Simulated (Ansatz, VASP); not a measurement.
# Cross-check of Si3N4 between VASP and Ansatz, part 2 of 3

One calculation is typed for both programs; each brings its own data sets. How far apart do they land? The cell is taken from a series of runs on this material, whose earlier steps may have relaxed, scaled, displaced or heated it; both programs get it as it stands.

VASP 6.6.1 and Ansatz 0.2.0.

So far: Set-up; Ansatz: relaxation of cell and atoms, PBE with D3(BJ), pair 1.

## 3. VASP: relaxation of cell and atoms, PBE with D3(BJ), pair 1

Level of this step: PBE with D3(BJ); plane waves and PAW (Si, N) (VASP).

The same cell, functional, mesh and smearing now go to VASP, with its own data sets.

Lines of VASP's logs that name or quote its potential files are left out, and so is its time.

Input file INCAR:

```
SYSTEM = Si3N4
PREC = Accurate
ENCUT = 600
EDIFF = 1E-07
NELM = 120
ISMEAR = 0
SIGMA = 0.02
LREAL = .FALSE.
ALGO = Normal
GGA = PE
IVDW = 12
NBANDS = 46
LORBIT = 11
LWAVE = .FALSE.
LCHARG = .FALSE.
ISIF = 3
IBRION = 2
NSW = 80
EDIFFG = -0.005
LASPH = .TRUE.
GGA_COMPAT = .FALSE.
NELMIN = 4
EFERMI = MIDGAP
KPAR = 4
```

Input file POSCAR:

```
Si3N4
1.0
    7.6044000000      0.0000000000      0.0000000000
   -3.8022000000      6.5856040000      0.0000000000
    0.0000000000      0.0000000000      2.9063000000
Si N
6 8
Direct
    0.7684769956      0.1745569579      0.2500000000
    0.5939199846      0.7684769689      0.7500000000
    0.8254429890      0.5939200110      0.2500000000
    0.2315229285      0.8254428903      0.7500000000
    0.4060800154      0.2315230311      0.2500000000
    0.1745570110      0.4060799890      0.7500000000
    0.0305000534      0.3302400205      0.2500000000
    0.7002600001      0.0305000118      0.7500000000
    0.6697599468      0.7002599913      0.2500000000
    0.9694999466      0.6697599795      0.7500000000
    0.2997399999      0.9694999882      0.2500000000
    0.3302400532      0.2997400087      0.7500000000
    0.6666666414      0.3333332827      0.2500000000
    0.3333332827      0.6666665654      0.7500000000
```

Input file KPOINTS:

```
Automatic mesh
0
Gamma
3 3 8
0 0 0
```

Potentials, in the order of the species: Si and N (PBE family, release 64).

Run with:

```bash
> mpirun -np 4 vasp_std
```

Numbers of over 12 decimals in the logs are rounded to 6 here.

Output:

```text
[banner, memory and clock lines left out]
running    4 mpi-ranks, on    1 nodes
 distrk:  each k-point on    1 cores,    4 groups
 distr:  one band on    1 cores,    1 groups

 POSCAR found type information on POSCAR SiN
 POSCAR found :  2 types and      14 ions
 LDA part: xc-table for (Slater+PW92), standard interpolation
 POSCAR, INCAR and KPOINTS ok, starting setup
 FFT: planning ... GRIDC
 FFT: planning ... GRID_SOFT
 FFT: planning ... GRID
 WAVECAR not read
 entering main loop
       N       E                     dE             d eps       ncg     rms          rms(c)
DAV:   1     0.305142727340E+03    0.30514E+03   -0.34534E+04  1380   0.145E+03
DAV:   2    -0.105850265553E+03   -0.41099E+03   -0.38910E+03  1770   0.301E+02
DAV:   3    -0.130921250163E+03   -0.25071E+02   -0.24891E+02  1768   0.776E+01
DAV:   4    -0.131304558775E+03   -0.38331E+00   -0.38197E+00  1720   0.992E+00
DAV:   5    -0.131313773731E+03   -0.92150E-02   -0.92050E-02  1720   0.148E+00    0.296E+01
DAV:   6    -0.114621506310E+03    0.16692E+02   -0.56974E+01  1690   0.318E+01    0.133E+01
DAV:   7    -0.114550745475E+03    0.70761E-01   -0.33059E+00  1760   0.797E+00    0.624E+00
DAV:   8    -0.114501079886E+03    0.49666E-01   -0.17483E-01  1688   0.210E+00    0.226E+00
DAV:   9    -0.114499807991E+03    0.12719E-02   -0.38857E-02  1712   0.101E+00    0.316E-01
DAV:  10    -0.114501619037E+03   -0.18110E-02   -0.41897E-03  1616   0.279E-01    0.181E-01
DAV:  11    -0.114502410310E+03   -0.79127E-03   -0.10121E-03  1556   0.166E-01    0.300E-02
DAV:  12    -0.114502448262E+03   -0.37952E-04   -0.55707E-05  1704   0.404E-02    0.113E-02
DAV:  13    -0.114502466713E+03   -0.18451E-04   -0.19955E-05  1578   0.212E-02    0.518E-03
DAV:  14    -0.114502470392E+03   -0.36794E-05   -0.31550E-06  1688   0.968E-03    0.329E-03
DAV:  15    -0.114502471361E+03   -0.96871E-06   -0.19427E-06  1576   0.555E-03    0.220E-03
DAV:  16    -0.114502471289E+03    0.71783E-07   -0.87085E-08  1280   0.163E-03
   1 F= -.11810383E+03 E0= -.11810383E+03  d E =-.118104E+03
[... from here on, the cycles between the ionic steps are left out ...]
   2 F= -.11810166E+03 E0= -.11810166E+03  d E =0.216294E-02
   3 F= -.11810617E+03 E0= -.11810617E+03  d E =-.233847E-02
   4 F= -.11810617E+03 E0= -.11810617E+03  d E =-.233772E-02
   5 F= -.11810622E+03 E0= -.11810622E+03  d E =-.562514E-04
   6 F= -.11810625E+03 E0= -.11810625E+03  d E =-.823368E-04
   7 F= -.11810636E+03 E0= -.11810636E+03  d E =-.107933E-03
   8 F= -.11810638E+03 E0= -.11810638E+03  d E =-.132973E-03
   9 F= -.11810646E+03 E0= -.11810646E+03  d E =-.817623E-04
  10 F= -.11810649E+03 E0= -.11810649E+03  d E =-.106804E-03
  11 F= -.11810649E+03 E0= -.11810649E+03  d E =-.111252E-03
  12 F= -.11810652E+03 E0= -.11810652E+03  d E =-.253080E-04
  13 F= -.11810652E+03 E0= -.11810652E+03  d E =-.289315E-04
  14 F= -.11810652E+03 E0= -.11810652E+03  d E =-.288282E-04
 curvature:  -0.75 expect dE=-0.846E-05 dE for cont linesearch -0.819E-09
 trial: gam= 0.13964 g(F)=  0.108E-04 g(S)=  0.467E-06 ort = 0.454E-06 (trialstep = 0.862E+00)
 search vector abs. value=  0.151E-04
 bond charge predicted
       N       E                     dE             d eps       ncg     rms          rms(c)
DAV:   1    -0.114520157296E+03    0.34536E-04   -0.20354E-03  1380   0.214E-01    0.100E-02
DAV:   2    -0.114520158952E+03   -0.16565E-05   -0.32083E-05  1768   0.285E-02    0.576E-03
DAV:   3    -0.114520158099E+03    0.85299E-06   -0.13110E-06  1748   0.776E-03    0.276E-03
DAV:   4    -0.114520157967E+03    0.13233E-06   -0.97348E-07  1722   0.489E-03    0.132E-03
DAV:   5    -0.114520157974E+03   -0.74315E-08   -0.88199E-08   900   0.175E-03
  15 F= -.11810653E+03 E0= -.11810653E+03  d E =-.452032E-05
 trial-energy change:   -0.000005  1 .order   -0.000005   -0.000010    0.000001
 step:   0.7996(harm=  0.7996)  dis= 0.00025  next Energy=  -118.106525 (dE=-0.453E-05)
 reached required accuracy - stopping structural energy minimisation
```

OUTCAR, selected parts (step 3):

```text
ion  position               nearest neighbor table
   1  0.768  0.175  0.250-  13 1.73   8 1.74   8 1.74   7 1.74   5 3.00   3 3.00   2 3.05   2 3.05
                             6 3.05   6 3.05
   2  0.594  0.768  0.750-  14 1.73   9 1.74   9 1.74   8 1.74   6 3.00   4 3.00   3 3.05   3 3.05
                             1 3.05   1 3.05
   3  0.825  0.594  0.250-  13 1.73  10 1.74  10 1.74   9 1.74   5 3.00   1 3.00   4 3.05   4 3.05
                             2 3.05   2 3.05
   4  0.232  0.825  0.750-  14 1.73  11 1.74  11 1.74  10 1.74   6 3.00   2 3.00   3 3.05   3 3.05
                             5 3.05   5 3.05
   5  0.406  0.232  0.250-  13 1.73  12 1.74  12 1.74  11 1.74   3 3.00   1 3.00   6 3.05   6 3.05
                             4 3.05   4 3.05
   6  0.175  0.406  0.750-  14 1.73   7 1.74   7 1.74  12 1.74   4 3.00   2 3.00   5 3.05   5 3.05
                             1 3.05   1 3.05
   7  0.031  0.330  0.250-   6 1.74   6 1.74   1 1.74
   8  0.700  0.031  0.750-   1 1.74   1 1.74   2 1.74
   9  0.670  0.700  0.250-   2 1.74   2 1.74   3 1.74
  10  0.969  0.670  0.750-   3 1.74   3 1.74   4 1.74
  11  0.300  0.969  0.250-   4 1.74   4 1.74   5 1.74
  12  0.330  0.300  0.750-   5 1.74   5 1.74   6 1.74
  13  0.667  0.333  0.250-   5 1.73   1 1.73   3 1.73
  14  0.333  0.667  0.750-   6 1.73   4 1.73   2 1.73

  LATTYP: Found a hexagonal cell.
 ALAT       =     7.6044000000
 C/A-ratio  =     0.3821866288

 Subroutine GETGRP returns: Found 12 space group operations
 (whereof  6 operations were pure point group operations)

The static configuration has the point symmetry S_6 .
 The point group associated with its full space group is C_6h.

 Found     15 irreducible k-points:

   k-points           NKPTS =     15   k-points in BZ     NKDIM =     15   number of bands    NBANDS=     46

   dimension x,y,z NGX =    64 NGY =   64 NGZ =   24
   dimension x,y,z NGXF=   128 NGYF=  128 NGZF=   48

   ENCUT  =  600.0 eV  44.10 Ry    6.64 a.u.  15.19 15.19  5.80*2*pi/ulx,y,z

   NELECT =      64.0000    total number of electrons

 k-points in reciprocal lattice and weights: Automatic mesh
   0.00000000  0.00000000  0.00000000       0.014
   0.33333333  0.00000000  0.00000000       0.083
   0.33333333  0.33333333  0.00000000       0.028
   0.00000000  0.00000000  0.12500000       0.028
   0.33333333  0.00000000  0.12500000       0.167
   0.33333333  0.33333333  0.12500000       0.056
   0.00000000  0.00000000  0.25000000       0.028
   0.33333333  0.00000000  0.25000000       0.167
   0.33333333  0.33333333  0.25000000       0.056
[...]
0.33333333  0.00000000  0.50000000       0.083
   0.33333333  0.33333333  0.50000000       0.028

 Edisp (eV)   -3.58633

 average (electrostatic) potential at core
       1 -82.3363       2 -82.3363       3 -82.3363       4 -82.3363       5 -82.3363
       6 -82.3363       7 -60.8856       8 -60.8856       9 -60.8856      10 -60.8856
      11 -60.8855      12 -60.8856      13 -60.5483      14 -60.5483

 E-fermi :   8.8792

 k-point     1 :       0.0000    0.0000    0.0000
  band No.  band energies     occupation
    ...
     28       5.4418      2.00000
     29       5.4418      2.00000
     30       6.2626      2.00000
     31       6.3427      2.00000
     32       6.5281      2.00000
     33      11.0416      0.00000
     34      11.4637      0.00000
     35      11.6135      0.00000
     36      11.6135      0.00000
     37      11.9338      0.00000
    ...

 k-point     2 :       0.3333    0.0000    0.0000
  band No.  band energies     occupation
    ...
     28       5.1037      2.00000
     29       5.3797      2.00000
     30       6.0719      2.00000
     31       6.3504      2.00000
     32       6.4967      2.00000
     33      11.2793      0.00000
     34      11.4147      0.00000
     35      11.6433      0.00000
     36      11.8744      0.00000
     37      12.3069      0.00000
    ...

 k-point     3 :       0.3333    0.3333    0.0000
  band No.  band energies     occupation
    ...
     28       5.1308      2.00000
     29       5.5933      2.00000
     30       5.5933      2.00000
     31       6.4381      2.00000
     32       6.4381      2.00000
     33      11.4226      0.00000
     34      11.5694      0.00000
     35      11.5694      0.00000
     36      12.2828      0.00000
     37      12.2828      0.00000
    ...

 Edisp (eV)   -3.58637

  Total       0.01858     0.01858    -0.02515    -0.00000     0.00000     0.00000
  in kB       0.20370     0.20370    -0.27574    -0.00000     0.00000     0.00000
  external pressure =        0.04 kB  Pullay stress =        0.00 kB

  energy-cutoff  :      600.00
  volume of cell :      146.14
      direct lattice vectors                 reciprocal lattice vectors
     7.615315883  0.000000010 -0.000000000     0.131314316  0.075814351 -0.000000000
    -3.807657950  6.595057429  0.000000000    -0.000000000  0.151628702 -0.000000000
     0.000000000  0.000000000  2.909739981     0.000000000 -0.000000000  0.343673320

 POSITION                                       TOTAL-FORCE (eV/Angst)
 -----------------------------------------------------------------------------------
      5.18434      1.14780      0.72743         0.001260     -0.002423     -0.000000
      1.59815      5.06367      2.18230         0.002729     -0.000120      0.000000
      4.02912      3.91588      0.72743         0.001468      0.002303      0.000000
     -1.37669      5.44726      2.18230        -0.001260      0.002423      0.000000
      2.20951      1.53138      0.72743        -0.002729      0.000120      0.000000
     -0.22146      2.67918      2.18230        -0.001468     -0.002303     -0.000000
     -1.02898      2.17563      0.72743         0.000498      0.003457      0.000000
      5.21668      0.19669      2.18230        -0.002745      0.002160      0.000000
      2.43800      4.61612      0.72743        -0.003243     -0.001297      0.000000
      4.83664      4.41943      2.18230        -0.000498     -0.003457      0.000000
     -1.40902      6.39837      0.72743         0.002745     -0.002160      0.000000
      1.36966      1.97894      2.18230         0.003243      0.001297      0.000000
      3.80766      2.19835      0.72743         0.000000     -0.000000     -0.000000
     -0.00000      4.39670      2.18230         0.000000     -0.000000      0.000000
 -----------------------------------------------------------------------------------
    total drift:                               -0.000008      0.000742      0.000023

  FREE ENERGIE OF THE ION-ELECTRON SYSTEM (eV)
  ---------------------------------------------------
  free  energy   TOTEN  =      -118.1065254481 eV

  energy  without entropy=     -118.1065254481  energy(sigma->0) =     -118.10652545

 reached required accuracy - stopping structural energy minimisation

 total charge
# of ion       s       p       d       tot
------------------------------------------
    1        0.676   0.974   0.000   1.650
    2        0.676   0.974   0.000   1.650
    3        0.676   0.974   0.000   1.650
    4        0.676   0.974   0.000   1.650
    5        0.676   0.974   0.000   1.650
    6        0.676   0.974   0.000   1.650
    7        1.217   2.722   0.000   3.939
    8        1.217   2.722   0.000   3.939
    9        1.217   2.722   0.000   3.939
   10        1.217   2.722   0.000   3.939
   11        1.217   2.722   0.000   3.939
   12        1.217   2.722   0.000   3.939
   13        1.221   2.733   0.000   3.954
   14        1.221   2.733   0.000   3.954
--------------------------------------------------
tot         13.798  27.643   0.000  41.441

[... 3 further parts left out ...]
```

CONTCAR:

```
Si3N4
   1.00000000000000
     7.6153158827022960    0.0000000096844572   -0.0000000000000000
    -3.8076579497381342    6.5950574286881141    0.0000000000000000
     0.0000000000000000    0.0000000000000000    2.9097399805384994
  Si              N
     6     8
Direct
     0.7677981756918693    0.1740390871242472    0.2500000000000000
     0.5937590354676247    0.7677981489918250    0.7500000000000000
     0.8259608597757551    0.5937590618675778    0.2500000000000000
     0.2322017484081261    0.8259607610757578    0.7500000000000000
     0.4062409645323755    0.2322018510081751    0.2500000000000000
     0.1740391402242449    0.4062409381324223    0.7500000000000000
     0.0298234562756425    0.3298874853349733    0.2500000000000000
     0.6999359381406141    0.0298234146756093    0.7500000000000000
     0.6701124819649664    0.6999359293406361    0.2500000000000000
     0.9701765437243576    0.6701125146650270    0.7500000000000000
     0.3000640618593859    0.9701765853243908    0.2500000000000000
     0.3298875180350337    0.3000640706593640    0.7500000000000000
     0.6666666413999991    0.3333332827000035    0.2500000000000000
     0.3333332827000035    0.6666665653999999    0.7500000000000000
```

## 4. Differences

Known differences besides the potentials themselves: the cutoff is 420 eV in Ansatz and 600 eV in VASP. Total energies have different zeros and are not compared.

The two programs side by side:

| quantity | Ansatz | VASP | difference |
| --- | --- | --- | --- |
| volume (Å³) | 146.33 | 146.14 | +0.13 % |
| edge a after relaxation, in the typed setting (Å) | 7.619 | 7.615 | +0.04 % |
| edge c after relaxation, in the typed setting (Å) | 2.911 | 2.910 | +0.05 % |

## 5. Ansatz: relaxation of cell and atoms, PBE with D3(BJ), pair 2

The relaxed volume is the usual yardstick between codes: in a stiff, nearly cubic crystal its relative difference is about their pressure difference at one cell divided by the bulk modulus.

The cell is taken from a series of runs on this material, whose earlier steps may have relaxed, scaled, displaced or heated it; both programs get it as it stands.

Input file input.yaml:

```yaml
crystal:
  lattice:
    - [7.6185996716, 0.0, 0.0]
    - [-3.8092998358, 6.5979008568, 0.0]
    - [0.0, 0.0, 2.9110665898]
  atoms:
    - { symbol: Si, position: [0.7678486035, 0.1740964362, 0.25] }
    - { symbol: Si, position: [0.5937521673, 0.7678486035, 0.75] }
    - { symbol: Si, position: [0.8259035638, 0.5937521673, 0.25] }
    - { symbol: Si, position: [0.2321513965, 0.8259035638, 0.75] }
    - { symbol: Si, position: [0.4062478327, 0.2321513965, 0.25] }
    - { symbol: Si, position: [0.1740964362, 0.4062478327, 0.75] }
    - { symbol: "N", position: [0.0298911074, 0.3299261374, 0.25] }
    - { symbol: "N", position: [0.69996497, 0.0298911074, 0.75] }
    - { symbol: "N", position: [0.6700738626, 0.69996497, 0.25] }
    - { symbol: "N", position: [0.9701088926, 0.6700738626, 0.75] }
    - { symbol: "N", position: [0.30003503, 0.9701088926, 0.25] }
    - { symbol: "N", position: [0.3299261374, 0.30003503, 0.75] }
    - { symbol: "N", position: [0.6666666667, 0.3333333333, 0.25] }
    - { symbol: "N", position: [0.3333333333, 0.6666666667, 0.75] }
kpoints:
  mp_grid: { grid: [3, 3, 8] }
hamiltonian:
  xc: pbe
  dispersion: d3bj
  pseudopotentials: { kind: paw, azcp: { folder: soft_1 } }
scf:
  occupations: { method: fixed }
output:
  forces: true
  stress: true
  eigenvalues: true
relax:
  adjacent_minimum: "off"
  f_tol: 0.001
  max_steps: 60
  cell: { stress_tol: 0.01 }
```

Run with:

```bash
> ansatz run input.yaml --threads 4 --pin off --max-ram 8192MiB --backend cpu --events-out ev --progress --plain --runs-dir out
```

Output:

```text
[...]
Crystal: 14 atoms, lattice volume = 146.330 Å³
Basis set: ecut = 420 eV, 2859 PW (Γ), exchange–correlation on 108×108×40 points (8 copies of the dense FFT grid, shifted against one another)
Bands: 46, of which v1, the nominal top of the filled ones, is band 32 counted from 1 (31 counted from 0)
Symmetry: 12 space group operations
[...]
k-points: 15 of 72
[...]
- { symbol: N, position: [0.029875, 0.329944, 0.250000] }
    - { symbol: N, position: [0.699931, 0.029875, 0.750000] }
    - { symbol: N, position: [0.670056, 0.699931, 0.250000] }
    - { symbol: N, position: [0.970125, 0.670056, 0.750000] }
    - { symbol: N, position: [0.300069, 0.970125, 0.250000] }
    - { symbol: N, position: [0.329944, 0.300069, 0.750000] }
    - { symbol: N, position: [0.666667, 0.333333, 0.250000] }
    - { symbol: N, position: [0.333333, 0.666667, 0.750000] }
[key lines of the parts left out:]
SCF converged after 5 iterations
Free energy (F): -6905.379628 eV
Fermi energy:    8.209177 eV
P = ⅓ Tr σ = -0.0018 GPa (-0.018 kbar)
```

(Part 2 of 3 ends here.)

[Lines on the potential files, build, host, timing and source positions are cut from VASP's logs without a mark.]

[Logs are printed without paths, hosts, clocks, repeated set-up lines and the standing remarks that a program may print on its own settings, such as how far it seeks lower states.]

[Hosts, paths, dates, database ids (printed as entryN), source tags and the programs' standing remarks are cut or masked in the printed files.]
